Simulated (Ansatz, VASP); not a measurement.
# RbH3Pb in two plane-wave programs

One calculation is typed for both programs; each brings its own data sets. How far apart do they land? The cell is generated by rule, not measured, and may not be a known phase. The cell is taken from a series of runs on this material, whose earlier steps may have relaxed, scaled, displaced or heated it; both programs get it as it stands.

Main program and level: Ansatz 0.2.0; plane waves, with VASP 6.6.1 beside it; zone-centre phonons at PBEsol.

The structure was built from a prototype and need not be the compound's stable phase.

## Step 1: Starting point

Symmetry: Pm-3m, No. 221, cubic system. The conventional cell has a = 4.513 Å, b = 4.513 Å, c = 4.513 Å, α = 90.00°, β = 90.00°, γ = 90.00°. Rb has 12 H at 3.19 Å nearest. Nearest to Pb lie 6 H at 2.26 Å. Nearest to H lie 2 Pb at 2.26 Å and 4 Rb at 3.19 Å and 8 H at 3.19 Å. Farther neighbours are not listed.

## Step 2: VASP: zone-centre phonons, PBEsol

Second derivatives magnify differences that forces hide, and they need a tight electronic threshold.

Lines of VASP's logs that name or quote its potential files are left out, and so is its time.

File INCAR:

```
SYSTEM = RbH3Pb
PREC = Accurate
ENCUT = 500
EDIFF = 1E-08
NELM = 120
ISMEAR = 1
SIGMA = 0.2
LREAL = .FALSE.
ALGO = Normal
GGA = PS
NBANDS = 19
LORBIT = 11
LWAVE = .FALSE.
LCHARG = .FALSE.
ISIF = 2
IBRION = 8
LASPH = .TRUE.
GGA_COMPAT = .FALSE.
KPAR = 2
```

File POSCAR:

```
RbH3Pb
1.0
    4.5128424719      0.0000000000      0.0000000000
    0.0000000000      4.5128424719      0.0000000000
    0.0000000000      0.0000000000      4.5128424719
Rb Pb H
1 1 3
Direct
    0.0000000000      0.0000000000      0.0000000000
    0.5000000000      0.5000000000      0.5000000000
    0.5000000000      0.5000000000      0.0000000000
    0.5000000000      0.0000000000      0.5000000000
    0.0000000000      0.5000000000      0.5000000000
```

File KPOINTS:

```
Automatic mesh
0
Gamma
8 8 8
0 0 0
```

PAW data sets: Rb_sv, Pb_d and H (PBE family, release 64).

Run with:

```bash
$ mpirun -np 2 vasp_std
```

Numbers of over 12 decimals in the logs are rounded to 6 here.

Log:

```text
[banner, memory and clock lines left out]
running    2 mpi-ranks, on    1 nodes
 distrk:  each k-point on    1 cores,    2 groups
 distr:  one band on    1 cores,    1 groups

 POSCAR found type information on POSCAR RbPbH
 POSCAR found :  3 types and       5 ions
|                                                                             |
|               ----> ADVICE to this user running VASP <----                  |
|                                                                             |
|     You enforced a specific xc type in the INCAR file but a different       |
|     [... a line on the potential file left out ...]
|     I HOPE YOU KNOW WHAT YOU ARE DOING!                                     |
|                                                                             |

 LDA part: xc-table for (Slater+PW92), standard interpolation
 POSCAR, INCAR and KPOINTS ok, starting setup
 FFT: planning ... GRIDC
 FFT: planning ... GRID_SOFT
 FFT: planning ... GRID
 WAVECAR not read
 entering main loop
       N       E                     dE             d eps       ncg     rms          rms(c)
DAV:   1     0.206400293792E+03    0.20640E+03   -0.11862E+04  1330   0.130E+03
DAV:   2     0.228276894682E+01   -0.20412E+03   -0.19806E+03  1351   0.320E+02
DAV:   3    -0.145911468379E+02   -0.16874E+02   -0.16721E+02  1671   0.103E+02
DAV:   4    -0.152655196920E+02   -0.67437E+00   -0.67300E+00  2235   0.200E+01
DAV:   5    -0.152773530543E+02   -0.11833E-01   -0.11829E-01  1676   0.190E+00    0.451E+00
DAV:   6    -0.146143602018E+02    0.66299E+00   -0.74585E-01  1800   0.584E+00    0.228E+00
DAV:   7    -0.144554265195E+02    0.15893E+00   -0.63398E-01  1750   0.385E+00    0.912E-01
DAV:   8    -0.144578756149E+02   -0.24491E-02   -0.69587E-02  1699   0.249E+00    0.196E-01
DAV:   9    -0.144561042730E+02    0.17713E-02   -0.12153E-02  1869   0.111E+00    0.961E-02
DAV:  10    -0.144560293173E+02    0.74956E-04   -0.10880E-03  1572   0.179E-01    0.206E-02
DAV:  11    -0.144560589010E+02   -0.29584E-04   -0.14293E-04  1886   0.886E-02    0.232E-02
DAV:  12    -0.144560427675E+02    0.16134E-04   -0.40696E-05  1742   0.435E-02    0.321E-03
DAV:  13    -0.144560432371E+02   -0.46968E-06   -0.48045E-06  1645   0.100E-02    0.920E-04
DAV:  14    -0.144560432260E+02    0.11152E-07   -0.17902E-07  1978   0.251E-03    0.936E-04
DAV:  15    -0.144560432309E+02   -0.48567E-08   -0.90402E-08  1449   0.207E-03
   1 F= -.14456043E+02 E0= -.14456541E+02  d E =0.149431E-02
 Linear response reoptimize wavefunctions to high precision
DAV:   1    -0.144560432360E+02   -0.51182E-08   -0.12090E-08  1344   0.640E-04
DAV:   2    -0.144560432359E+02    0.44110E-10   -0.28382E-10   860   0.152E-04
 Linear response DOF=           4
 Linear response progress:
  Degree of freedom:   1/  4
       N       E                     dE             d eps       ncg     rms          rms(c)
RMM:   1    -0.233401973071E+00   -0.23340E+00    0.16574E-01  4974   0.203E+00
RMM:   2    -0.237920378318E+00   -0.45184E-02   -0.30820E-02  5592   0.579E-01    0.236E-02
RMM:   3    -0.238905723282E+00   -0.98534E-03   -0.16940E-03  5822   0.206E-01    0.133E-02
RMM:   4    -0.239008247595E+00   -0.10252E-03   -0.48886E-04  6075   0.906E-02    0.108E-02
RMM:   5    -0.239049609830E+00   -0.41362E-04   -0.63517E-05  6103   0.331E-02    0.554E-03
RMM:   6    -0.239087445259E+00   -0.37835E-04   -0.17538E-05  6164   0.149E-02    0.869E-04
RMM:   7    -0.239081300260E+00    0.61450E-05   -0.58605E-06  6342   0.650E-03    0.791E-04
RMM:   8    -0.239083140543E+00   -0.18403E-05   -0.16932E-06  6190   0.333E-03    0.150E-04
RMM:   9    -0.239081772123E+00    0.13684E-05   -0.60640E-07  6461   0.185E-03    0.241E-04
RMM:  10    -0.239082075881E+00   -0.30376E-06   -0.95442E-08  5964   0.106E-03    0.745E-05
RMM:  11    -0.239082313507E+00   -0.23763E-06   -0.94331E-08  6380   0.672E-04    0.251E-05
RMM:  12    -0.239082361105E+00   -0.47598E-07    0.17739E-07  6611   0.432E-04    0.232E-05
RMM:  13    -0.239082393915E+00   -0.32810E-07    0.67910E-08  5939   0.333E-04    0.211E-05
RMM:  14    -0.239082373886E+00    0.20029E-07    0.15028E-08  5818   0.250E-04    0.814E-06
RMM:  15    -0.239082376097E+00   -0.22112E-08    0.40484E-08  5793   0.206E-04    0.100E-05
 first order change of Fermi-energy  -0.10872E-03
 force on displaced ion       1 direction 1 :  -0.746   0.000  -0.000
 Linear response progress:
  Degree of freedom:   2/  4
       N       E                     dE             d eps       ncg     rms          rms(c)
RMM:   1    -0.338508565749E+00   -0.33851E+00   -0.23688E-01  4201   0.410E+00
RMM:   2    -0.339249477880E+00   -0.74091E-03   -0.78077E-03  4295   0.619E-01    0.562E-02
RMM:   3    -0.338874851662E+00    0.37463E-03   -0.86393E-04  5068   0.190E-01    0.329E-02
RMM:   4    -0.338525244836E+00    0.34961E-03   -0.10792E-04  5263   0.678E-02    0.551E-03
RMM:   5    -0.338502306526E+00    0.22938E-04   -0.18504E-05  5558   0.236E-02    0.185E-03
RMM:   6    -0.338500678729E+00    0.16278E-05   -0.42835E-06  5589   0.917E-03    0.382E-04
RMM:   7    -0.338496124487E+00    0.45542E-05   -0.16524E-06  5855   0.415E-03    0.237E-04
RMM:   8    -0.338496117933E+00    0.65535E-08   -0.47735E-07  6033   0.199E-03    0.964E-05
RMM:   9    -0.338496257135E+00   -0.13920E-06   -0.16903E-07  6098   0.106E-03    0.359E-05
RMM:  10    -0.338496890011E+00   -0.63288E-06   -0.76966E-08  6345   0.617E-04    0.180E-05
RMM:  11    -0.338496852706E+00    0.37305E-07   -0.46875E-09  6392   0.388E-04    0.136E-05
RMM:  12    -0.338496865675E+00   -0.12969E-07   -0.94906E-08  6292   0.277E-04    0.819E-06
RMM:  13    -0.338496855080E+00    0.10595E-07   -0.15534E-08  6475   0.209E-04    0.428E-06
RMM:  14    -0.338496851655E+00    0.34256E-08   -0.35044E-08  6493   0.172E-04    0.142E-06
 first order change of Fermi-energy   0.97436E-04
 force on displaced ion       2 direction 1 :  -1.321   0.000  -0.000
 Linear response progress:
  Degree of freedom:   3/  4
       N       E                     dE             d eps       ncg     rms          rms(c)
RMM:   1    -0.152403341005E-01   -0.15240E-01   -0.79419E-03  8288   0.340E-01
RMM:   2    -0.150936168472E-01    0.14672E-03   -0.32124E-04  8296   0.796E-02    0.569E-02
RMM:   3    -0.153664371542E-01   -0.27282E-03   -0.96768E-05  8311   0.453E-02    0.324E-02
RMM:   4    -0.158767184801E-01   -0.51028E-03   -0.94390E-05  8605   0.369E-02    0.325E-03
RMM:   5    -0.159243780439E-01   -0.47660E-04   -0.13776E-05  9390   0.129E-02    0.131E-03
RMM:   6    -0.159075422090E-01    0.16836E-04   -0.32720E-06  9831   0.540E-03    0.535E-04
RMM:   7    -0.159112768587E-01   -0.37346E-05   -0.94249E-07  9773   0.260E-03    0.116E-04
RMM:   8    -0.159114247972E-01   -0.14794E-06   -0.30169E-07 10645   0.124E-03    0.748E-05
RMM:   9    -0.159114065949E-01    0.18202E-07   -0.77925E-08 10782   0.653E-04    0.526E-05
RMM:  10    -0.159108259209E-01    0.58067E-06    0.66612E-08 10225   0.377E-04    0.261E-05
RMM:  11    -0.159110832413E-01   -0.25732E-06   -0.16100E-07 10166   0.228E-04    0.139E-05
RMM:  12    -0.159110416417E-01    0.41600E-07    0.55858E-08 10701   0.135E-04    0.548E-06
RMM:  13    -0.159110512243E-01   -0.95826E-08   -0.37806E-08 10425   0.901E-05    0.335E-06
 first order change of Fermi-energy  -0.16073E-03
 force on displaced ion       3 direction 1 :  -0.470   0.000   0.000
 Linear response progress:
  Degree of freedom:   4/  4
       N       E                     dE             d eps       ncg     rms          rms(c)
RMM:   1    -0.164370003625E-01   -0.16437E-01   -0.26262E-03  4846   0.573E-01
RMM:   2    -0.163791180303E-01    0.57882E-04   -0.10371E-03  4767   0.138E-01    0.959E-02
RMM:   3    -0.168083385424E-01   -0.42922E-03   -0.10237E-04  4965   0.619E-02    0.566E-02
RMM:   4    -0.177646563300E-01   -0.95632E-03   -0.99965E-05  4842   0.551E-02    0.420E-03
RMM:   5    -0.177662670269E-01   -0.16107E-05   -0.52334E-06  5400   0.134E-02    0.179E-03
RMM:   6    -0.177806944544E-01   -0.14427E-04   -0.13738E-06  5399   0.551E-03    0.302E-04
RMM:   7    -0.177804805434E-01    0.21391E-06   -0.40178E-07  5773   0.232E-03    0.176E-04
RMM:   8    -0.177807683056E-01   -0.28776E-06   -0.13002E-07  5781   0.112E-03    0.687E-05
RMM:   9    -0.177809150271E-01   -0.14672E-06   -0.33054E-10  6264   0.525E-04    0.384E-05
RMM:  10    -0.177807872724E-01    0.12775E-06   -0.33096E-08  6324   0.256E-04    0.832E-06
RMM:  11    -0.177807947962E-01   -0.75238E-08    0.19818E-09  6489   0.135E-04    0.932E-06
 first order change of Fermi-energy  -0.12248E-03
 force on displaced ion       3 direction 3 :  -0.000  -0.000   3.202
 Linear response finished
```

Parts of OUTCAR (step 2):

```text
ion  position               nearest neighbor table
   1  0.000  0.000  0.000-   3 3.19   4 3.19   5 3.19   4 3.19   5 3.19   3 3.19   5 3.19   5 3.19
                             3 3.19   4 3.19   4 3.19   3 3.19   2 3.91   2 3.91   2 3.91   2 3.91
   2  0.500  0.500  0.500-   3 2.26   4 2.26   5 2.26   3 2.26   4 2.26   5 2.26   1 3.91   1 3.91
                             1 3.91   1 3.91   1 3.91   1 3.91   1 3.91   1 3.91
   3  0.500  0.500  0.000-   2 2.26   2 2.26   1 3.19   1 3.19   1 3.19   1 3.19
   4  0.500  0.000  0.500-   2 2.26   2 2.26   1 3.19   1 3.19   1 3.19   1 3.19
   5  0.000  0.500  0.500-   2 2.26   2 2.26   1 3.19   1 3.19   1 3.19   1 3.19

  LATTYP: Found a simple cubic cell.
 ALAT       =     4.5128424719

 Subroutine GETGRP returns: Found 48 space group operations
 (whereof 48 operations were pure point group operations)

The static configuration has the point symmetry O_h .

 Found     35 irreducible k-points:

   k-points           NKPTS =     35   k-points in BZ     NKDIM =     35   number of bands    NBANDS=     19

   dimension x,y,z NGX =    36 NGY =   36 NGZ =   36
   dimension x,y,z NGXF=    72 NGYF=   72 NGZF=   72

   ENCUT  =  500.0 eV  36.75 Ry    6.06 a.u.   8.23  8.23  8.23*2*pi/ulx,y,z

   NELECT =      26.0000    total number of electrons

 k-points in reciprocal lattice and weights: Automatic mesh
   0.00000000  0.00000000  0.00000000       0.002
   0.12500000  0.00000000  0.00000000       0.012
   0.25000000  0.00000000  0.00000000       0.012
   0.37500000  0.00000000  0.00000000       0.012
   0.50000000  0.00000000  0.00000000       0.006
   0.12500000  0.12500000  0.00000000       0.023
   0.25000000  0.12500000  0.00000000       0.047
   0.37500000  0.12500000  0.00000000       0.047
   0.50000000  0.12500000  0.00000000       0.023
[...]
0.50000000  0.50000000  0.37500000       0.012
   0.50000000  0.50000000  0.50000000       0.002

 average (electrostatic) potential at core
       1 -37.1588       2 -94.3375       3 -32.8380       4 -32.8380       5 -32.8380

  Total       -0.0435010     -0.0435010     -0.0435010      0.0000000     -0.0000000      0.0000000
[...]
POSITION                                       TOTAL-FORCE (eV/Angst)
 -----------------------------------------------------------------------------------
      0.00000      0.00000      0.00000         0.000000      0.000000      0.000000
      2.25642      2.25642      2.25642         0.000000      0.000000      0.000000
      2.25642      2.25642      0.00000         0.000000      0.000000      0.000000
      2.25642      0.00000      2.25642         0.000000      0.000000      0.000000
      0.00000      2.25642      2.25642         0.000000      0.000000      0.000000
 -----------------------------------------------------------------------------------
    total drift:                                0.000000      0.000000      0.000000

 Eigenvectors and eigenvalues of the dynamical matrix
 ----------------------------------------------------

   1 f  =   12.869652 THz    80.862408 2PiTHz  429.285383 cm-1    53.224580 meV
             X         Y         Z           dx          dy          dz
      0.000000  0.000000  0.000000     0.000075    0.000653   -0.000064
      2.256421  2.256421  2.256421     0.012407    0.107523   -0.010460
      2.256421  2.256421  0.000000    -0.078805   -0.682957    0.017754
      2.256421  0.000000  2.256421    -0.078805   -0.182504    0.066437
      0.000000  2.256421  2.256421    -0.021059   -0.682957    0.066437

   2 f  =   12.869652 THz    80.862408 2PiTHz  429.285383 cm-1    53.224580 meV
             X         Y         Z           dx          dy          dz
      0.000000  0.000000  0.000000    -0.000656    0.000076    0.000002
      2.256421  2.256421  2.256421    -0.108019    0.012501    0.000377
      2.256421  2.256421  0.000000     0.686108   -0.079402   -0.000640
      2.256421  0.000000  2.256421     0.686108   -0.021218   -0.002396
      0.000000  2.256421  2.256421     0.183346   -0.079402   -0.002396

   3 f  =   12.869652 THz    80.862408 2PiTHz  429.285383 cm-1    53.224580 meV
             X         Y         Z           dx          dy          dz
      0.000000  0.000000  0.000000     0.000010    0.000063    0.000657
      2.256421  2.256421  2.256421     0.001575    0.010347    0.108236
      2.256421  2.256421  0.000000    -0.010007   -0.065723   -0.183714
      2.256421  0.000000  2.256421    -0.010007   -0.017563   -0.687484
      0.000000  2.256421  2.256421    -0.002674   -0.065723   -0.687484

   4 f  =   10.052336 THz    63.160688 2PiTHz  335.309827 cm-1    41.573101 meV
             X         Y         Z           dx          dy          dz
      0.000000  0.000000  0.000000    -0.000000   -0.000000   -0.000000
      2.256421  2.256421  2.256421    -0.000000    0.000000    0.000000
      2.256421  2.256421  0.000000     0.210600   -0.599455   -0.000000
      2.256421  0.000000  2.256421    -0.210600   -0.000000   -0.310325
      0.000000  2.256421  2.256421     0.000000    0.599455    0.310325

   5 f  =   10.052336 THz    63.160688 2PiTHz  335.309827 cm-1    41.573101 meV
             X         Y         Z           dx          dy          dz
      0.000000  0.000000  0.000000     0.000000    0.000000   -0.000000
      2.256421  2.256421  2.256421     0.000000    0.000000    0.000000
      2.256421  2.256421  0.000000    -0.672341   -0.157368   -0.000000
      2.256421  0.000000  2.256421     0.672341    0.000000   -0.152292
      0.000000  2.256421  2.256421    -0.000000    0.157368    0.152292

   6 f  =   10.052336 THz    63.160688 2PiTHz  335.309827 cm-1    41.573101 meV
             X         Y         Z           dx          dy          dz
      0.000000  0.000000  0.000000     0.000000    0.000000   -0.000000
      2.256421  2.256421  2.256421    -0.000000   -0.000000   -0.000000
      2.256421  2.256421  0.000000    -0.060043   -0.340426    0.000000
      2.256421  0.000000  2.256421     0.060043    0.000000    0.616851
      0.000000  2.256421  2.256421    -0.000000    0.340426   -0.616851

   7 f  =    1.800643 THz    11.313775 2PiTHz   60.062990 cm-1     7.446858 meV
             X         Y         Z           dx          dy          dz
      0.000000  0.000000  0.000000    -0.001678   -0.001829    0.841819
      2.256421  2.256421  2.256421     0.001069    0.001166   -0.536520
      2.256421  2.256421  0.000000     0.000078    0.000085   -0.020567
      2.256421  0.000000  2.256421     0.000078    0.000045   -0.039084
      0.000000  2.256421  2.256421     0.000041    0.000085   -0.039084

   8 f  =    1.800643 THz    11.313775 2PiTHz   60.062990 cm-1     7.446858 meV
             X         Y         Z           dx          dy          dz
      0.000000  0.000000  0.000000    -0.758309    0.365557   -0.000717
      2.256421  2.256421  2.256421     0.483297   -0.232982    0.000457
      2.256421  2.256421  0.000000     0.035207   -0.016972    0.000018
      2.256421  0.000000  2.256421     0.035207   -0.008931    0.000033
      0.000000  2.256421  2.256421     0.018527   -0.016972    0.000033

   9 f  =    1.800643 THz    11.313775 2PiTHz   60.062990 cm-1     7.446858 meV
             X         Y         Z           dx          dy          dz
      0.000000  0.000000  0.000000    -0.365553   -0.758307   -0.002377
      2.256421  2.256421  2.256421     0.232980    0.483296    0.001515
      2.256421  2.256421  0.000000     0.016972    0.035207    0.000058
      2.256421  0.000000  2.256421     0.016972    0.018527    0.000110
      0.000000  2.256421  2.256421     0.008931    0.035207    0.000110

  10 f/i=    0.005750 THz     0.036129 2PiTHz    0.191803 cm-1     0.023780 meV
             X         Y         Z           dx          dy          dz
      0.000000  0.000000  0.000000     0.424919   -0.251387    0.217671
      2.256421  2.256421  2.256421     0.658269   -0.389440    0.337208
      2.256421  2.256421  0.000000     0.045902   -0.027156    0.023461
      2.256421  0.000000  2.256421     0.045902   -0.027095    0.023514
      0.000000  2.256421  2.256421     0.045799   -0.027156    0.023514

  11 f/i=    0.005750 THz     0.036129 2PiTHz    0.191803 cm-1     0.023780 meV
             X         Y         Z           dx          dy          dz
      0.000000  0.000000  0.000000    -0.186170    0.112807    0.493708
      2.256421  2.256421  2.256421    -0.288408    0.174757    0.764834
      2.256421  2.256421  0.000000    -0.020111    0.012186    0.053213
      2.256421  0.000000  2.256421    -0.020111    0.012159    0.053333
      0.000000  2.256421  2.256421    -0.020066    0.012186    0.053333

  12 f/i=    0.005750 THz     0.036129 2PiTHz    0.191803 cm-1     0.023780 meV
             X         Y         Z           dx          dy          dz
      0.000000  0.000000  0.000000    -0.275530   -0.463909    0.002100
      2.256421  2.256421  2.256421    -0.426841   -0.718670    0.003253
      2.256421  2.256421  0.000000    -0.029764   -0.050114    0.000226
      2.256421  0.000000  2.256421    -0.029764   -0.050001    0.000227
      0.000000  2.256421  2.256421    -0.029697   -0.050114    0.000227

  13 f/i=   28.624367 THz   179.852199 2PiTHz  954.806094 cm-1   118.380815 meV
             X         Y         Z           dx          dy          dz
      0.000000  0.000000  0.000000    -0.014176   -0.001051   -0.000000
      2.256421  2.256421  2.256421    -0.040236   -0.002984   -0.000000
      2.256421  2.256421  0.000000    -0.133874   -0.009927   -0.000000
      2.256421  0.000000  2.256421    -0.133874    0.072534   -0.000000
      0.000000  2.256421  2.256421     0.978196   -0.009927   -0.000000

  14 f/i=   28.624367 THz   179.852199 2PiTHz  954.806094 cm-1   118.380815 meV
             X         Y         Z           dx          dy          dz
      0.000000  0.000000  0.000000    -0.001051    0.014176    0.000000
      2.256421  2.256421  2.256421    -0.002984    0.040236   -0.000000
      2.256421  2.256421  0.000000    -0.009927    0.133874    0.000000
      2.256421  0.000000  2.256421    -0.009927   -0.978196   -0.000000
      0.000000  2.256421  2.256421     0.072534    0.133874   -0.000000

  15 f/i=   28.624367 THz   179.852199 2PiTHz  954.806094 cm-1   118.380815 meV
             X         Y         Z           dx          dy          dz
      0.000000  0.000000  0.000000    -0.000000    0.000000    0.014215
      2.256421  2.256421  2.256421    -0.000000    0.000000    0.040347
      2.256421  2.256421  0.000000    -0.000000    0.000000   -0.980882
      2.256421  0.000000  2.256421    -0.000000   -0.000000    0.134241
      0.000000  2.256421  2.256421     0.000000    0.000000    0.134241

 ELASTIC MODULI CONTR FROM IONIC RELAXATION (kBar)
 Direction    XX          YY          ZZ          XY          YZ          ZX
 --------------------------------------------------------------------------------
 XX           0.0000      0.0000      0.0000      0.0000      0.0000      0.0000
 YY           0.0000      0.0000      0.0000      0.0000      0.0000      0.0000
 ZZ           0.0000      0.0000      0.0000      0.0000      0.0000      0.0000
 XY           0.0000      0.0000      0.0000      0.0000      0.0000      0.0000
 YZ           0.0000      0.0000      0.0000      0.0000      0.0000      0.0000
 ZX           0.0000      0.0000      0.0000      0.0000      0.0000      0.0000
 --------------------------------------------------------------------------------
```

(Continued in part 2 of 2.)

[Lines on the potential files, build, host, timing and source positions are cut from VASP's logs without a mark.]

[Logs are printed without paths, hosts, clocks, repeated set-up lines and the standing remarks that a program may print on its own settings, such as how far it seeks lower states.]

[Hosts, paths, dates, database ids (printed as entryN), source tags and the programs' standing remarks are cut or masked in the printed files.]
